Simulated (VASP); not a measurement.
Input:

```xyz
1
Lattice="-2.9025 2.9025 2.9025 2.9025 -2.9025 2.9025 2.9025 2.9025 -2.9025" Properties=species:S:1:pos:R:3 pbc="T T T"
Rb     0.0000     0.0000     0.0000
```

The numbers are results of r2SCAN meta-GGA, VASP's PBE PAW potentials (set 64) (plane waves; VASP), not measurements. Run with 480 eV cut-off, 8×8×8 Γ-centred mesh, first-order Methfessel-Paxton smearing of 0.10 eV, potentials Rb_sv.

Q: Estimate the energy per atom (σ→0), band gap (on the k-mesh) with the smallest direct gap where there is one.

A: 
band gap (on the k-mesh): none (metal, semimetal or under 0.01 eV)
energy per atom (σ→0): -1342.3 kJ/mol-atom

The absolute energy has meaning only against runs of the same code, potentials and settings.

The compound is Rb in the bcc structure. This cell was strained or had an atom moved on purpose.
